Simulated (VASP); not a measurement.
# Ge (Fd-3m) in VASP: notebook, part 2 of 2

VASP 6.6.1.

## Step 4: Single point, PBE (a relaxed cell with its volume scaled by 1.06)

The input, INCAR:

```
ALGO = Normal ; EDIFF = 1E-7
ENCUT = 520 ; GGA = PE
ISIF = 2 ; ISMEAR = 0
LASPH = T ; LCHARG = F
LREAL = F ; LWAVE = F
NBANDS = 21 ; NELM = 100
PREC = Accurate ; SIGMA = 0.02
```

The input, KPOINTS:

```
k-points
0
Gamma
  6 6 6
```

The input, POSCAR:

```
Ge                                      
1.0
    0.0000000000      2.9375491949      2.9375491949
    2.9375491949      0.0000000000      2.9375491949
    2.9375491949      2.9375491949     -0.0000000000
  Ge            
     2
Direct
     0.0000000000000000    0.0000000000000000    0.0000000000000000
     0.2500000000000000    0.2500000000000000    0.2500000000000000
```

Potentials or basis: VASP PAW PBE potentials, release 64 (Ge_d).

Launch:

```console
> cat potpaw_PBE.64/Ge_d/POTCAR > POTCAR
> mpirun -np 1 vasp_std > vasp.out
```

OUTCAR:

```text
EDIFF = 1E-7
   ENCUT = 520
   GGA = PE
   ISIF = 2
   ISMEAR = 0
   LASPH = T
   LREAL = F
   NELM = 100
   PREC = Accurate

 ion  position               nearest neighbor table
   1  0.000  0.000  0.000-   2 2.54   2 2.54   2 2.54   2 2.54
   2  0.250  0.250  0.250-   1 2.54   1 2.54   1 2.54   1 2.54

  LATTYP: Found a face centered cubic cell.
 ALAT       =     5.8750983898

  Lattice vectors:

 A1 = (   0.0000000000,   2.9375491949,   2.9375491949)
 A2 = (   2.9375491949,   0.0000000000,   2.9375491949)
 A3 = (   2.9375491949,   2.9375491949,   0.0000000000)

Analysis of symmetry for initial positions (statically):
=====================================================================
 Subroutine PRICEL returns:
 Original cell was already a primitive cell.

 Routine SETGRP: Setting up the symmetry group for a
 face centered cubic supercell.

 Subroutine GETGRP returns: Found 48 space group operations
 (whereof 24 operations were pure point group operations)
 out of a pool of 48 trial point group operations.

The static configuration has the point symmetry T_d .
[... 150 lines left out ...]
  ---------------------------------------------------
  free energy    TOTEN  =        -8.96715079 eV

  energy without entropy =       -8.96694183  energy(sigma->0) =       -8.96704631

 E-fermi :   3.8268     XC(G=0):  -9.3941

 val. band max:        3.8268001802   @ k =   0.5000   0.0000   0.0000
 cond. band min:       3.9613301667   @ k =   0.0000   0.0000   0.0000
 fundamental gap:      0.1345299865
 Fermi energy:         3.8268001803

 k-point     1 :       0.0000    0.0000    0.0000
  band No.  band energies     occupation
      1     -20.7227      2.00000
      2     -20.7227      2.00000
      3     -20.7227      2.00000
      4     -20.6947      2.00000
      5     -20.6947      2.00000
      6     -20.5378      2.00000
[... 373 lines left out ...]
     20      14.1406      0.00000
     21      16.1460      0.00000

------------------------ aborting loop because EDIFF is reached ----------------------------------------

  FORCE on cell =-STRESS in cart. coord.  units (eV):
  Direction    XX          YY          ZZ          XY          YZ          ZX
  --------------------------------------------------------------------------------------
  -------------------------------------------------------------------------------------
  Total       -0.9210241     -0.9210241     -0.9210241      0.0000000      0.0000000     -0.0000000
  in kB      -29.1069130    -29.1069130    -29.1069130      0.0000000      0.0000000     -0.0000000
  external PRESSURE =     -29.1069130 kB  Pullay stress =       0.0000000 kB

 VOLUME and BASIS-vectors are now :
 -----------------------------------------------------------------------------
  energy-cutoff  :      520.00
  volume of cell :       50.70
      direct lattice vectors                 reciprocal lattice vectors
     0.000000000  2.937549195  2.937549195    -0.170209915  0.170209915  0.170209915
     2.937549195  0.000000000  2.937549195     0.170209915 -0.170209915  0.170209915
     2.937549195  2.937549195  0.000000000     0.170209915  0.170209915 -0.170209915

 POSITION                                       TOTAL-FORCE (eV/Angst)
 -----------------------------------------------------------------------------------
      0.00000      0.00000      0.00000         0.000000      0.000000      0.000000
      1.46877      1.46877      1.46877        -0.000000     -0.000000     -0.000000
 -----------------------------------------------------------------------------------
    total drift:                               -0.000000      0.000000      0.000000

  FREE ENERGIE OF THE ION-ELECTRON SYSTEM (eV)
  ---------------------------------------------------
  free  energy   TOTEN  =        -8.9671507867 eV

  energy  without entropy=       -8.9669418276  energy(sigma->0) =       -8.96704631
```

OSZICAR:

```text
N       E                     dE             d eps       ncg     rms          rms(c)
DAV:   1     0.188591858777E+03    0.18859E+03   -0.14612E+04   774   0.344E+03
DAV:   2     0.191178783004E+02   -0.16947E+03   -0.16483E+03   672   0.626E+02
DAV:   3    -0.806838871286E+01   -0.27186E+02   -0.26983E+02   757   0.144E+02
DAV:   4    -0.900820546370E+01   -0.93982E+00   -0.93926E+00   762   0.309E+01
DAV:   5    -0.902421162177E+01   -0.16006E-01   -0.16006E-01   752   0.447E+00    0.275E+00
DAV:   6    -0.898605523740E+01    0.38156E-01   -0.17789E-02   891   0.153E+00    0.164E+00
DAV:   7    -0.896529227425E+01    0.20763E-01   -0.36245E-02   723   0.190E+00    0.143E-01
DAV:   8    -0.896690595254E+01   -0.16137E-02   -0.54511E-03   737   0.979E-01    0.406E-02
DAV:   9    -0.896710788966E+01   -0.20194E-03   -0.27968E-04   752   0.229E-01    0.148E-02
DAV:  10    -0.896714812123E+01   -0.40232E-04   -0.60255E-05   855   0.624E-02    0.547E-03
DAV:  11    -0.896715097061E+01   -0.28494E-05   -0.85312E-06   812   0.460E-02    0.162E-03
DAV:  12    -0.896715081970E+01    0.15091E-06   -0.74186E-07   842   0.166E-02    0.414E-04
DAV:  13    -0.896715078669E+01    0.33006E-07   -0.42598E-08   572   0.221E-03
   1 F= -.89671508E+01 E0= -.89670463E+01  d E =-.208959E-03
```

stdout:

```text
POSCAR found type information on POSCAR Ge
 POSCAR found :  1 types and       2 ions
 scaLAPACK will be used
 LDA part: xc-table for (Slater+PW92), standard interpolation
 POSCAR, INCAR and KPOINTS ok, starting setup
 FFT: planning ... GRIDC
 FFT: planning ... GRID_SOFT
 FFT: planning ... GRID
 WAVECAR not read
 entering main loop
```

It took 15 s on 1 thread of AMD EPYC 7R13 (Zen 3), shared host; peak memory 0.14 GiB.

Results:

```
Free energy            : -8.9672 eV
Pressure               : -2.9 GPa
Band gap on the k mesh : none (metal or under the smearing width)
```

## Step 5: Single point, PBE (a relaxed cell with its volume scaled by 0.91)

INCAR is that of step 4.

KPOINTS is that of step 4.

The input, POSCAR:

```
Ge                                      
1.0
    0.0000000000      2.7918815633      2.7918815633
    2.7918815633      0.0000000000      2.7918815633
    2.7918815633      2.7918815633     -0.0000000000
  Ge            
     2
Direct
     0.0000000000000000    0.0000000000000000    0.0000000000000000
     0.2500000000000000    0.2500000000000000    0.2500000000000000
```

Launch:

```console
> cat potpaw_PBE.64/Ge_d/POTCAR > POTCAR
> mpirun -np 1 vasp_std > vasp.out
```

Run time: 14 s. Hardware: 1 thread of AMD EPYC 7R13 (Zen 3), shared host; peak memory 0.13 GiB.

It converged, with:

* Free energy: -8.9092 eV
* Pressure: 6.7 GPa
* Band gap on the k mesh: 0.31 eV, indirect (least direct gap 0.40 eV)

Levels at points of the mesh, in eV from the valence-band top:
```
           k point  band 10  band 11  band 12  band 13  band 14  band 15  band 16  band 17  band 18  band 19
(0.00, 0.00, 0.00)   -24.59   -13.08     0.00     0.00     0.00     0.40     2.57     2.57     2.57     6.52
(0.50, 0.00, 0.00)   -24.56   -10.89    -7.79    -1.47    -1.47     0.31     3.76     3.76     7.15    10.83
(0.50, 0.50, 0.00)   -24.54    -9.04    -9.04    -3.22    -3.22     0.70     0.70     9.85     9.85    12.02
```

## Step 6: Overview

```tsv
cell	gap on the mesh (eV)	pressure (GPa)
a relaxed cell with its volume scaled by 1.03	none	-1.5
a relaxed cell with its volume scaled by 0.94	0.10	3.9
a relaxed cell with its volume scaled by 1.06	none	-2.9
a relaxed cell with its volume scaled by 0.91	0.31	6.7
```

Alike in all rows: task single point; level PBE; potentials or basis VASP PAW PBE potentials, release 64 (Ge_d); no spin polarisation; k mesh 6 × 6 × 6; cutoff (eV) 520; smearing gaussian 0.02 eV.

Absolute energies hang on the potentials; compare differences alone.
